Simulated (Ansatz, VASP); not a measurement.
# Cu2Te: VASP beside Ansatz, part 2 of 2

Wanted: the spread between two codes on one cell, functional and k mesh. The cell is generated by rule, not measured, and may not be a known phase. The cell is taken from a series of runs on this material, whose earlier steps may have relaxed, scaled, displaced or heated it; both programs get it as it stands.

VASP 6.6.1 and Ansatz 0.2.0.

So far. Step 3 (Ansatz: single point, PBEsol, pair 1): The run ends at a pressure of -6.51 GPa. Step 5 (VASP: single point, PBEsol, pair 2): The run ends at a pressure of 0.15 GPa, with forces up to 0.012 eV/Å.

## 6. Ansatz: single point, PBEsol, pair 2

Level of this step: Ansatz beside VASP: Kohn-Sham DFT, plane waves, PBEsol (Ansatz).

The same cell, functional, mesh and smearing now go to Ansatz, which takes its cutoff from its data sets.

The cell is taken from a series of runs on this material, whose earlier steps may have relaxed, scaled, displaced or heated it; both programs get it as it stands.

Contents of input.yaml:

```yaml
crystal:
  lattice:
    - [5.5475960802, 0.0, 0.0]
    - [0.0, 5.5475960802, 0.0]
    - [0.0, 0.0, 5.5475960802]
  atoms:
    - { symbol: Te, position: [0.0, 0.0, 0.0] }
    - { symbol: Te, position: [0.5, 0.5, 0.5] }
    - { symbol: Cu, position: [0.2449015266, 0.25, 0.2550984734] }
    - { symbol: Cu, position: [0.7449015266, 0.75, 0.2449015266] }
    - { symbol: Cu, position: [0.7550984734, 0.25, 0.7449015266] }
    - { symbol: Cu, position: [0.2550984734, 0.75, 0.7550984734] }
kpoints:
  mp_grid: { grid: [4, 4, 4] }
hamiltonian:
  xc: pbesol
scf:
  occupations: { method: gaussian, width: 0.02 }
output:
  forces: true
  stress: true
  eigenvalues: true
```

On the command line:

```
> ansatz run input.yaml --threads 8 --pin off --max-ram 14336MiB --backend cpu --events-out ev --progress --plain --runs-dir out
```

Numbers of over 12 decimals in the logs are rounded to 6 here.

Output:

```text
[...]
Crystal: 6 atoms, lattice volume = 170.732 Å³
Basis set: ecut = 420 eV, 3287 PW (Γ), exchange–correlation on 80×80×80 points (8 copies of the dense FFT grid, shifted against one another)
Bands: 65, of which v1, the nominal top of the filled ones, is band 54 counted from 1 (53 counted from 0)
Symmetry: 8 space group operations
[...]
k-points: 18 of 64 (time reversal used)
[...]
k-point 0: bands = [... 50 lower, 4.7966, 5.4314, 5.4360, 5.4360, 7.4650, 7.4689, 7.5512, 11.3403, ... 5 higher]
  k-point 1: bands = [... 50 lower, 4.9269, 4.9567, 5.4100, 5.4121, 7.8605, 8.4514, 8.6517, 10.4013, ... 5 higher]
  k-point 2: bands = [... 50 lower, 5.3012, 5.3012, 5.3106, 5.3106, 8.9189, 8.9189, 9.9447, 9.9447, ... 5 higher]
  k-point 17: bands = [... 50 lower, 4.8197, 5.1124, 5.1124, 5.1138, 9.5609, 9.5609, 9.5631, 11.0474, ... 5 higher]
[key lines of the parts left out:]
SCF converged after 8 iterations
Free energy (F): -40155.476275 eV
Fermi energy:    6.470447 eV
P = ⅓ Tr σ = -0.0240 GPa (-0.240 kbar)
```

The run ends at a pressure of -0.02 GPa, with forces up to 0.012 eV/Å.

## 7. Comparison

What differs besides the data sets and the points named for the pairs above, as far as they apply: the data sets hold 108 valence electrons in Ansatz (on its default PAW (the set named soft_2) files) and 56 in VASP. Total energies have different zeros and are not compared.

Compared:

```csv
quantity,Ansatz,VASP,difference
pressure (GPa),-0.02,0.15,-0.17
gap on the k mesh (eV),1.990,1.999,-0.010
```

A gap on the mesh is an upper bound, since the band edges may lie between its points.

## 8. Ansatz: single point, PBEsol, pair 3

With cell and atoms fixed, the geometry can't cause a difference; cores, projectors, grids and the points listed under the comparison can.

The cell is taken from a series of runs on this material, whose earlier steps may have relaxed, scaled, displaced or heated it; both programs get it as it stands.

input.yaml, the sections that differ from step 6:

```yaml
crystal:
  lattice:
    - [5.5475960802, 0.0, 0.0]
    - [0.0, 5.5475960802, 0.0]
    - [0.0, 0.0, 5.5475960802]
  atoms:
    - { symbol: Te, position: [0.0, 0.0, 0.0] }
    - { symbol: Te, position: [0.5, 0.5, 0.5] }
    - { symbol: Cu, position: [0.1926421738, 0.25, 0.3073578262] }
    - { symbol: Cu, position: [0.6926421738, 0.75, 0.1926421738] }
    - { symbol: Cu, position: [0.8073578262, 0.25, 0.6926421738] }
    - { symbol: Cu, position: [0.3073578262, 0.75, 0.8073578262] }
# kpoints, hamiltonian, scf, output: as in step 6
```

Output:

```text
[...]
Crystal: 6 atoms, lattice volume = 170.732 Å³
Basis set: ecut = 420 eV, 3287 PW (Γ), exchange–correlation on 80×80×80 points (8 copies of the dense FFT grid, shifted against one another)
Bands: 65, of which v1, the nominal top of the filled ones, is band 54 counted from 1 (53 counted from 0)
Symmetry: 8 space group operations
[...]
k-points: 18 of 64 (time reversal used)
[...]
k-point 0: bands = [... 50 lower, 5.1469, 5.2135, 5.7327, 5.7327, 7.0801, 7.1667, 7.5956, 11.0339, ... 5 higher]
  k-point 1: bands = [... 50 lower, 5.2424, 5.2468, 5.3998, 5.4853, 7.7733, 8.0723, 8.4725, 9.9761, ... 5 higher]
  k-point 2: bands = [... 50 lower, 5.2760, 5.2760, 5.3966, 5.3966, 8.6204, 8.6204, 9.6004, 9.6004, ... 5 higher]
  k-point 17: bands = [... 50 lower, 4.8079, 4.9519, 4.9519, 5.0881, 9.6018, 9.6018, 9.8899, 10.6881, ... 5 higher]
[key lines of the parts left out:]
SCF converged after 8 iterations
Free energy (F): -40155.599808 eV
Fermi energy:    6.406483 eV
P = ⅓ Tr σ = -2.2700 GPa (-22.700 kbar)
```

The run ends at a pressure of -2.27 GPa, with forces up to 0.14 eV/Å.

## 9. VASP: single point, PBEsol, pair 3

The same cell, functional, mesh and smearing now go to VASP, with its own data sets.

Contents of INCAR:

```
SYSTEM = Cu2Te
PREC = Accurate
ENCUT = 600
EDIFF = 1E-06
NELM = 120
ISMEAR = 0
SIGMA = 0.02
LREAL = .FALSE.
ALGO = Normal
GGA = PS
NBANDS = 34
LASPH = .TRUE.
LORBIT = 11
LWAVE = .FALSE.
LCHARG = .FALSE.
ISIF = 2
GGA_COMPAT = .FALSE.
EFERMI = MIDGAP
KPAR = 2
```

Contents of POSCAR:

```
Cu2Te
1.0
    5.5475960802      0.0000000000      0.0000000000
    0.0000000000      5.5475960802      0.0000000000
    0.0000000000      0.0000000000      5.5475960802
Te Cu
2 4
Direct
    0.0000000000      0.0000000000      0.0000000000
    0.5000000000      0.5000000000      0.5000000000
    0.1926421738      0.2500000000      0.3073578262
    0.6926421738      0.7500000000      0.1926421738
    0.8073578262      0.2500000000      0.6926421738
    0.3073578262      0.7500000000      0.8073578262
```

Contents of KPOINTS:

```
Automatic mesh
0
Gamma
4 4 4
0 0 0
```

The projector-augmented-wave data sets are Te and Cu (PBE family, release 64).

On the command line:

```
> mpirun -np 2 vasp_std
```

Output:

```text
[... set-up lines as in an earlier step ...]
 entering main loop
       N       E                     dE             d eps       ncg     rms          rms(c)
DAV:   1     0.443999058310E+03    0.44400E+03   -0.24930E+04  1224   0.208E+03
DAV:   2     0.180534346698E+02   -0.42595E+03   -0.41649E+03  1224   0.397E+02
DAV:   3    -0.217923692544E+02   -0.39846E+02   -0.38593E+02  1586   0.164E+02
DAV:   4    -0.238865752457E+02   -0.20942E+01   -0.20787E+01  1902   0.386E+01
[...]
DAV:  12    -0.218895062757E+02    0.11066E-03   -0.71632E-04  1588   0.489E-01    0.245E-02
DAV:  13    -0.218895121906E+02   -0.59149E-05   -0.43038E-05  1640   0.544E-02    0.742E-03
DAV:  14    -0.218895113415E+02    0.84909E-06   -0.64076E-06  1520   0.421E-02
   1 F= -.21889511E+02 E0= -.21889511E+02  d E =0.000000E+00
```

From OUTCAR (step 9):

```text
  Total       -2.6941645     -1.4911006     -2.6941645      0.0000000      0.0000000      0.0000000
  in kB      -25.2825108    -13.9927482    -25.2825108      0.0000000      0.0000000      0.0000000
  external PRESSURE =     -21.5192566 kB  Pullay stress =       0.0000000 kB

 POSITION                                       TOTAL-FORCE (eV/Angst)
 -----------------------------------------------------------------------------------
      0.00000      0.00000      0.00000         0.000000      0.000000     -0.000000
      2.77380      2.77380      2.77380         0.000000      0.000000     -0.000000
      1.06870      1.38690      1.70510        -0.097263      0.000000      0.097263
      3.84250      4.16070      1.06870        -0.097263     -0.000000     -0.097263
      4.47890      1.38690      3.84250         0.097263     -0.000000     -0.097263
      1.70510      4.16070      4.47890         0.097263      0.000000      0.097263
 -----------------------------------------------------------------------------------
    total drift:                                0.000000      0.000000      0.000000

  FREE ENERGIE OF THE ION-ELECTRON SYSTEM (eV)
  ---------------------------------------------------
  free  energy   TOTEN  =       -21.8895113415 eV

  energy  without entropy=      -21.8895113415  energy(sigma->0) =      -21.88951134

[... 2 parts as in an earlier step ...]

[... 1 further part left out ...]
[key lines of the parts left out:]
E-fermi :   2.7624
```

The run ends at a pressure of -2.15 GPa, with forces up to 0.14 eV/Å.

## 10. Comparison

What differs besides the data sets and the points named for the pairs above, as far as they apply: the data sets hold 108 valence electrons in Ansatz (on its default PAW (the set named soft_2) files) and 56 in VASP. Total energies have different zeros and are not compared.

Compared:

```csv
quantity,Ansatz,VASP,difference
pressure (GPa),-2.27,-2.15,-0.12
gap on the k mesh (eV),1.347,1.360,-0.013
```

Forces (eV/Å; atoms numbered as in POSCAR):

```csv
atom,"Ansatz x, y, z","VASP x, y, z"
Te1,"0.000, 0.000, 0.000","0.000, 0.000, 0.000"
Te2,"0.000, 0.000, 0.000","0.000, 0.000, 0.000"
Cu3,"-0.096, 0.000, 0.096","-0.097, 0.000, 0.097"
Cu4,"-0.096, 0.000, -0.096","-0.097, 0.000, -0.097"
Cu5,"0.096, 0.000, -0.096","0.097, 0.000, -0.097"
Cu6,"0.096, 0.000, 0.096","0.097, 0.000, 0.097"
```

The forces differ by 0.7 meV/Å r.m.s., which is 1.1 % of the r.m.s. force of 0.065 eV/Å (both taken over all components). A gap on the mesh is an upper bound, since the band edges may lie between its points.

## 11. Summary of results

```json
{
  "difference in gap on the k mesh (single point, PBEsol, pair 1)": "-0.010 eV",
  "difference in gap on the k mesh (single point, PBEsol, pair 2)": "-0.0095 eV",
  "r.m.s. force difference (single point, PBEsol, pair 3)": "0.72 meV/Å"
}
```

The difference in gap on the k mesh is -0.010 eV (single point, PBEsol, pair 1), within the 0.08 eV picked in this series as the mark of a large difference. The data sets hold unlike numbers of valence electrons (108 in Ansatz and 56 in VASP), so part of the differences comes from the potentials. 5 further runs of this series are not shown here. How closely two codes agree says nothing of how well the functional describes the real material.

[Lines on the potential files, build, host, timing and source positions are cut from VASP's logs without a mark.]

[Logs are printed without paths, hosts, clocks, repeated set-up lines and the standing remarks that a program may print on its own settings, such as how far it seeks lower states.]

[Hosts, paths, dates, database ids (printed as entryN), source tags and the programs' standing remarks are cut or masked in the printed files.]
